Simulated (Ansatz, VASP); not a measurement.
## One calculation of BC5, two programs

```
CELL_PARAMETERS angstrom
-1.25260 3.86255 1.86714
1.25260 -3.86255 1.86714
1.25260 3.86255 -1.86714
ATOMIC_POSITIONS crystal
C 0.83207 0.83528 0.00650
C 0.20839 0.02878 0.16486
C 0.87412 0.02414 0.80540
C 0.45036 0.76793 0.65019
C 0.10154 0.78205 0.33438
B 0.53126 0.01743 0.48156
```

Change from the starting cell: atoms moved at random, drawn with an rms of 0.05 Å.

Alike in both runs: task single point; functional PBE; k mesh 13 × 13 × 13; occupations fermi-dirac, width 0.05 eV; no spin polarisation.

|  | VASP | Ansatz |
| --- | --- | --- |
| version | VASP 6.6.1 | Ansatz 0.2.0 |
| potentials or method | VASP PAW PBE potentials, release 64 (C, B) | Ansatz PAW |
| plane-wave cutoff (eV) | 520 | 420 |
| valence electrons in the cell | 23 | 23 |

Ansatz gave:

```
gap on the k mesh at the Fermi level (eV)       : none
pressure (GPa)                                  : 1.0
largest component of the traceless stress (GPa) : 3.07
rms of the force components (eV/Å)              : 1.127
```

Q: Estimate VASP's values.

A: gap on the k mesh at the Fermi level (eV): none; pressure (GPa): 1.5; largest component of the traceless stress (GPa): 3.09; rms of the force components (eV/Å): 1.133.

Atom by atom the forces differ by 0.011 eV/Å (rms over components). A gap of «none» marks a metal or a gap that the smearing closes.

Caveats: the pressure holds a Pulay correction of +0.9 GPa for the finite cutoff (Ansatz).
